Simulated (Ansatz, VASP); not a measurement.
# Cross-check of SbAsN2 (CuAu-ordered zincblende type (invented)) between VASP and Ansatz, part 2 of 2

One calculation is typed for both programs; each brings its own data sets. How far apart do they land? The cell is generated by rule, not measured, and may not be a known phase. Of the first pair: The two relaxations start from unlike cells of this crystal (the structure described is Ansatz's start), so only their ends are compared.

VASP 6.6.1 and Ansatz 0.2.0.

So far: Set-up; Ansatz: relaxation of cell and atoms, PBEsol, pair 1; VASP: relaxation of cell and atoms, PBEsol, pair 1; Comparison.

## 5. Ansatz: relaxation of cell and atoms, PBEsol, pair 2

Level of this step: Ansatz beside VASP: Kohn-Sham DFT, plane waves, PBEsol (Ansatz).

The relaxed volume is the usual yardstick between codes: in a stiff, nearly cubic crystal its relative difference is about their pressure difference at one cell divided by the bulk modulus. Its start cell is another than that of the pair before, and may be another structure of the material.

The cell is taken from a series of runs on this material, whose earlier steps may have relaxed, scaled, displaced or heated it; both programs get it as it stands.

input.yaml reads:

```yaml
crystal:
  lattice:
    - [2.9961193406, 0.0, 0.0]
    - [0.0, 2.9961193406, 0.0]
    - [0.0, 0.0, 6.4289404843]
  atoms:
    - { symbol: As, position: [0.0, 0.0, 0.0] }
    - { symbol: Sb, position: [0.5, 0.5, 0.5] }
    - { symbol: "N", position: [0.0, 0.5, 0.1674212196] }
    - { symbol: "N", position: [0.5, 0.0, 0.8325787804] }
kpoints:
  mp_grid: { grid: [14, 14, 8] }
hamiltonian:
  xc: pbesol
scf:
  occupations: { method: gaussian, width: 0.1 }
output:
  forces: true
  stress: true
  eigenvalues: true
relax:
  adjacent_minimum: "off"
  f_tol: 0.005
  max_steps: 80
  cell: { stress_tol: 0.05 }
```

On the command line:

```console
ansatz run input.yaml --threads 2 --pin off --max-ram 5120MiB --backend cpu --events-out ev --progress --plain --runs-dir out
```

Numbers of over 12 decimals in the logs are rounded to 6 here.

The log of the run:

```text
[...]
Crystal: 4 atoms, lattice volume = 57.711 Å³
Basis set: ecut = 420 eV, 1093 PW (Γ), exchange–correlation on 48×48×90 points (8 copies of the dense FFT grid, shifted against one another)
Bands: 24, of which v1, the nominal top of the filled ones, is band 20 counted from 1 (19 counted from 0)
Symmetry: 8 space group operations
[...]
k-points: 180 of 1568 (time reversal used)
[...]
--- Relaxed structure (5 steps of the walk, 5 accepted, 1 SCFs on fresh bases) ---
[...]
cell:  # Å, volume = 57.6363 Å³
    - [2.992224, 0.0, 0]
    - [0.0, 2.992224, 0.0]
    - [0, 0.0, 6.437359]
  atoms:
    - { symbol: As, position: [0, 0.0, 0] }
    - { symbol: Sb, position: [0.5, 0.5, 0.5] }
    - { symbol: N, position: [0, 0.5, 0.167263] }
    - { symbol: N, position: [0.5, 0.0, 0.832737] }
[key lines of the parts left out:]
SCF converged after 6 iterations
Free energy (F): -11975.743458 eV
Fermi energy:    12.413312 eV
P = ⅓ Tr σ = -0.0028 GPa (-0.028 kbar)
```

## 6. VASP: relaxation of cell and atoms, PBEsol, pair 2

The same cell, functional, mesh and smearing now go to VASP, with its own data sets.

INCAR reads:

```
SYSTEM = SbAsN2
PREC = Accurate
ENCUT = 600
EDIFF = 1E-07
NELM = 120
ISMEAR = 0
SIGMA = 0.1
LREAL = .FALSE.
ALGO = Normal
GGA = PS
NBANDS = 16
LORBIT = 11
LWAVE = .FALSE.
LCHARG = .FALSE.
ISIF = 3
IBRION = 2
NSW = 80
EDIFFG = -0.005
LASPH = .TRUE.
GGA_COMPAT = .FALSE.
NELMIN = 4
KPAR = 2
```

POSCAR reads:

```
SbAsN2
1.0
    2.9961190000      0.0000000000      0.0000000000
    0.0000000000      2.9961190000      0.0000000000
    0.0000000000      0.0000000000      6.4289400000
As Sb N
1 1 2
Direct
    0.0000000000      0.0000000000      0.0000000000
    0.5000001669      0.5000001669      0.5000000000
    0.0000000000      0.5000001669      0.1674212234
    0.5000001669      0.0000000000      0.8325787766
```

KPOINTS reads:

```
Automatic mesh
0
Gamma
14 14 8
0 0 0
```

The projector-augmented-wave data sets are As, Sb and N (PBE family, release 64).

On the command line:

```console
mpirun -np 2 vasp_std
```

The log of the run:

```text
[banner, memory and clock lines left out]
running    2 mpi-ranks, on    1 nodes
[...]
[... a notice as in an earlier step ...]

 LDA part: xc-table for (Slater+PW92), standard interpolation
 POSCAR, INCAR and KPOINTS ok, starting setup
[...]
entering main loop
       N       E                     dE             d eps       ncg     rms          rms(c)
DAV:   1     0.103147250277E+03    0.10315E+03   -0.99560E+03  5760   0.125E+03
DAV:   2    -0.199077748720E+02   -0.12306E+03   -0.11839E+03  7976   0.233E+02
DAV:   3    -0.275290735568E+02   -0.76213E+01   -0.75723E+01  7744   0.686E+01
DAV:   4    -0.276068596418E+02   -0.77786E-01   -0.77749E-01  6680   0.742E+00
[...]
DAV:  12    -0.245473385672E+02    0.11199E-04   -0.61994E-05  7720   0.630E-02    0.513E-03
DAV:  13    -0.245473385656E+02    0.16114E-08   -0.55439E-06  7304   0.196E-02    0.284E-03
DAV:  14    -0.245473384925E+02    0.73063E-07   -0.33807E-07  6328   0.449E-03
   1 F= -.24547338E+02 E0= -.24545228E+02  d E =-.245473E+02
[... from here on, the cycles between the ionic steps are left out ...]
   2 F= -.24548477E+02 E0= -.24546315E+02  d E =-.113818E-02
   3 F= -.24548754E+02 E0= -.24546607E+02  d E =-.141543E-02
   4 F= -.24549121E+02 E0= -.24546971E+02  d E =-.367265E-03
   5 F= -.24549136E+02 E0= -.24546985E+02  d E =-.382493E-03
   6 F= -.24549136E+02 E0= -.24546985E+02  d E =-.382513E-03
   7 F= -.24549147E+02 E0= -.24546995E+02  d E =-.110091E-04
 trial-energy change:   -0.000011  1 .order   -0.000011   -0.000019   -0.000003
 step:   1.1868(harm=  1.1868)  dis= 0.00019  next Energy=   -24.549148 (dE=-0.117E-04)
 reached required accuracy - stopping structural energy minimisation
```

From OUTCAR (step 6):

```text
  Total        0.0022025      0.0022025     -0.0063244      0.0000000      0.0000000     -0.0000000
  in kB        0.0610163      0.0610163     -0.1752065      0.0000000      0.0000000     -0.0000000
  external PRESSURE =      -0.0177246 kB  Pullay stress =       0.0000000 kB

 POSITION                                       TOTAL-FORCE (eV/Angst)
 -----------------------------------------------------------------------------------
      2.99852      0.00000      0.00000         0.000000     -0.000000      0.000000
      1.49926      1.49926      3.21615         0.000000      0.000000      0.000000
     -0.00000      1.49926      1.08678         0.000000      0.000000      0.000284
      1.49926      0.00000      5.34553        -0.000000     -0.000000     -0.000284
 -----------------------------------------------------------------------------------
    total drift:                               -0.000405     -0.000405     -0.000000

  FREE ENERGIE OF THE ION-ELECTRON SYSTEM (eV)
  ---------------------------------------------------
  free  energy   TOTEN  =       -24.5491474460 eV

  energy  without entropy=      -24.5448428176  energy(sigma->0) =      -24.54699513

[... 1 part as in an earlier step ...]

[... 3 further parts left out ...]
[key lines of the parts left out:]
E-fermi :   8.1919
```

## 7. Differences

What differs besides the data sets and the points named for the pairs above, as far as they apply: the data sets hold 40 valence electrons in Ansatz (on its default PAW (the set named soft_2) files) and 20 in VASP. Total energies have different zeros and are not compared.

Both answers:

```tsv
quantity	Ansatz	VASP	difference
volume (Å³)	57.64	57.83	-0.34 %
edge a after relaxation, in the typed setting (Å)	2.992	2.998	-0.21 %
edge c after relaxation, in the typed setting (Å)	6.437	6.432	+0.08 %
```

## 8. What came out

```
difference in volume (relaxation of cell and atoms, PBEsol, pair 1) : -0.32 %
difference in volume (relaxation of cell and atoms, PBEsol, pair 2) : -0.34 %
```

What this shows: The difference in volume is -0.34 % (relaxation of cell and atoms, PBEsol, pair 2), within the 1.2 % picked in this series as the mark of a large difference, as far as the stopping tolerances let one tell. The data sets hold unlike numbers of valence electrons (40 in Ansatz and 20 in VASP), so part of the differences comes from the potentials. How closely two codes agree says nothing of how well the functional describes the real material.

[Lines on the potential files, build, host, timing and source positions are cut from VASP's logs without a mark.]

[Logs are printed without paths, hosts, clocks, repeated set-up lines and the standing remarks that a program may print on its own settings, such as how far it seeks lower states.]

[Hosts, paths, dates, database ids (printed as entryN), source tags and the programs' standing remarks are cut or masked in the printed files.]
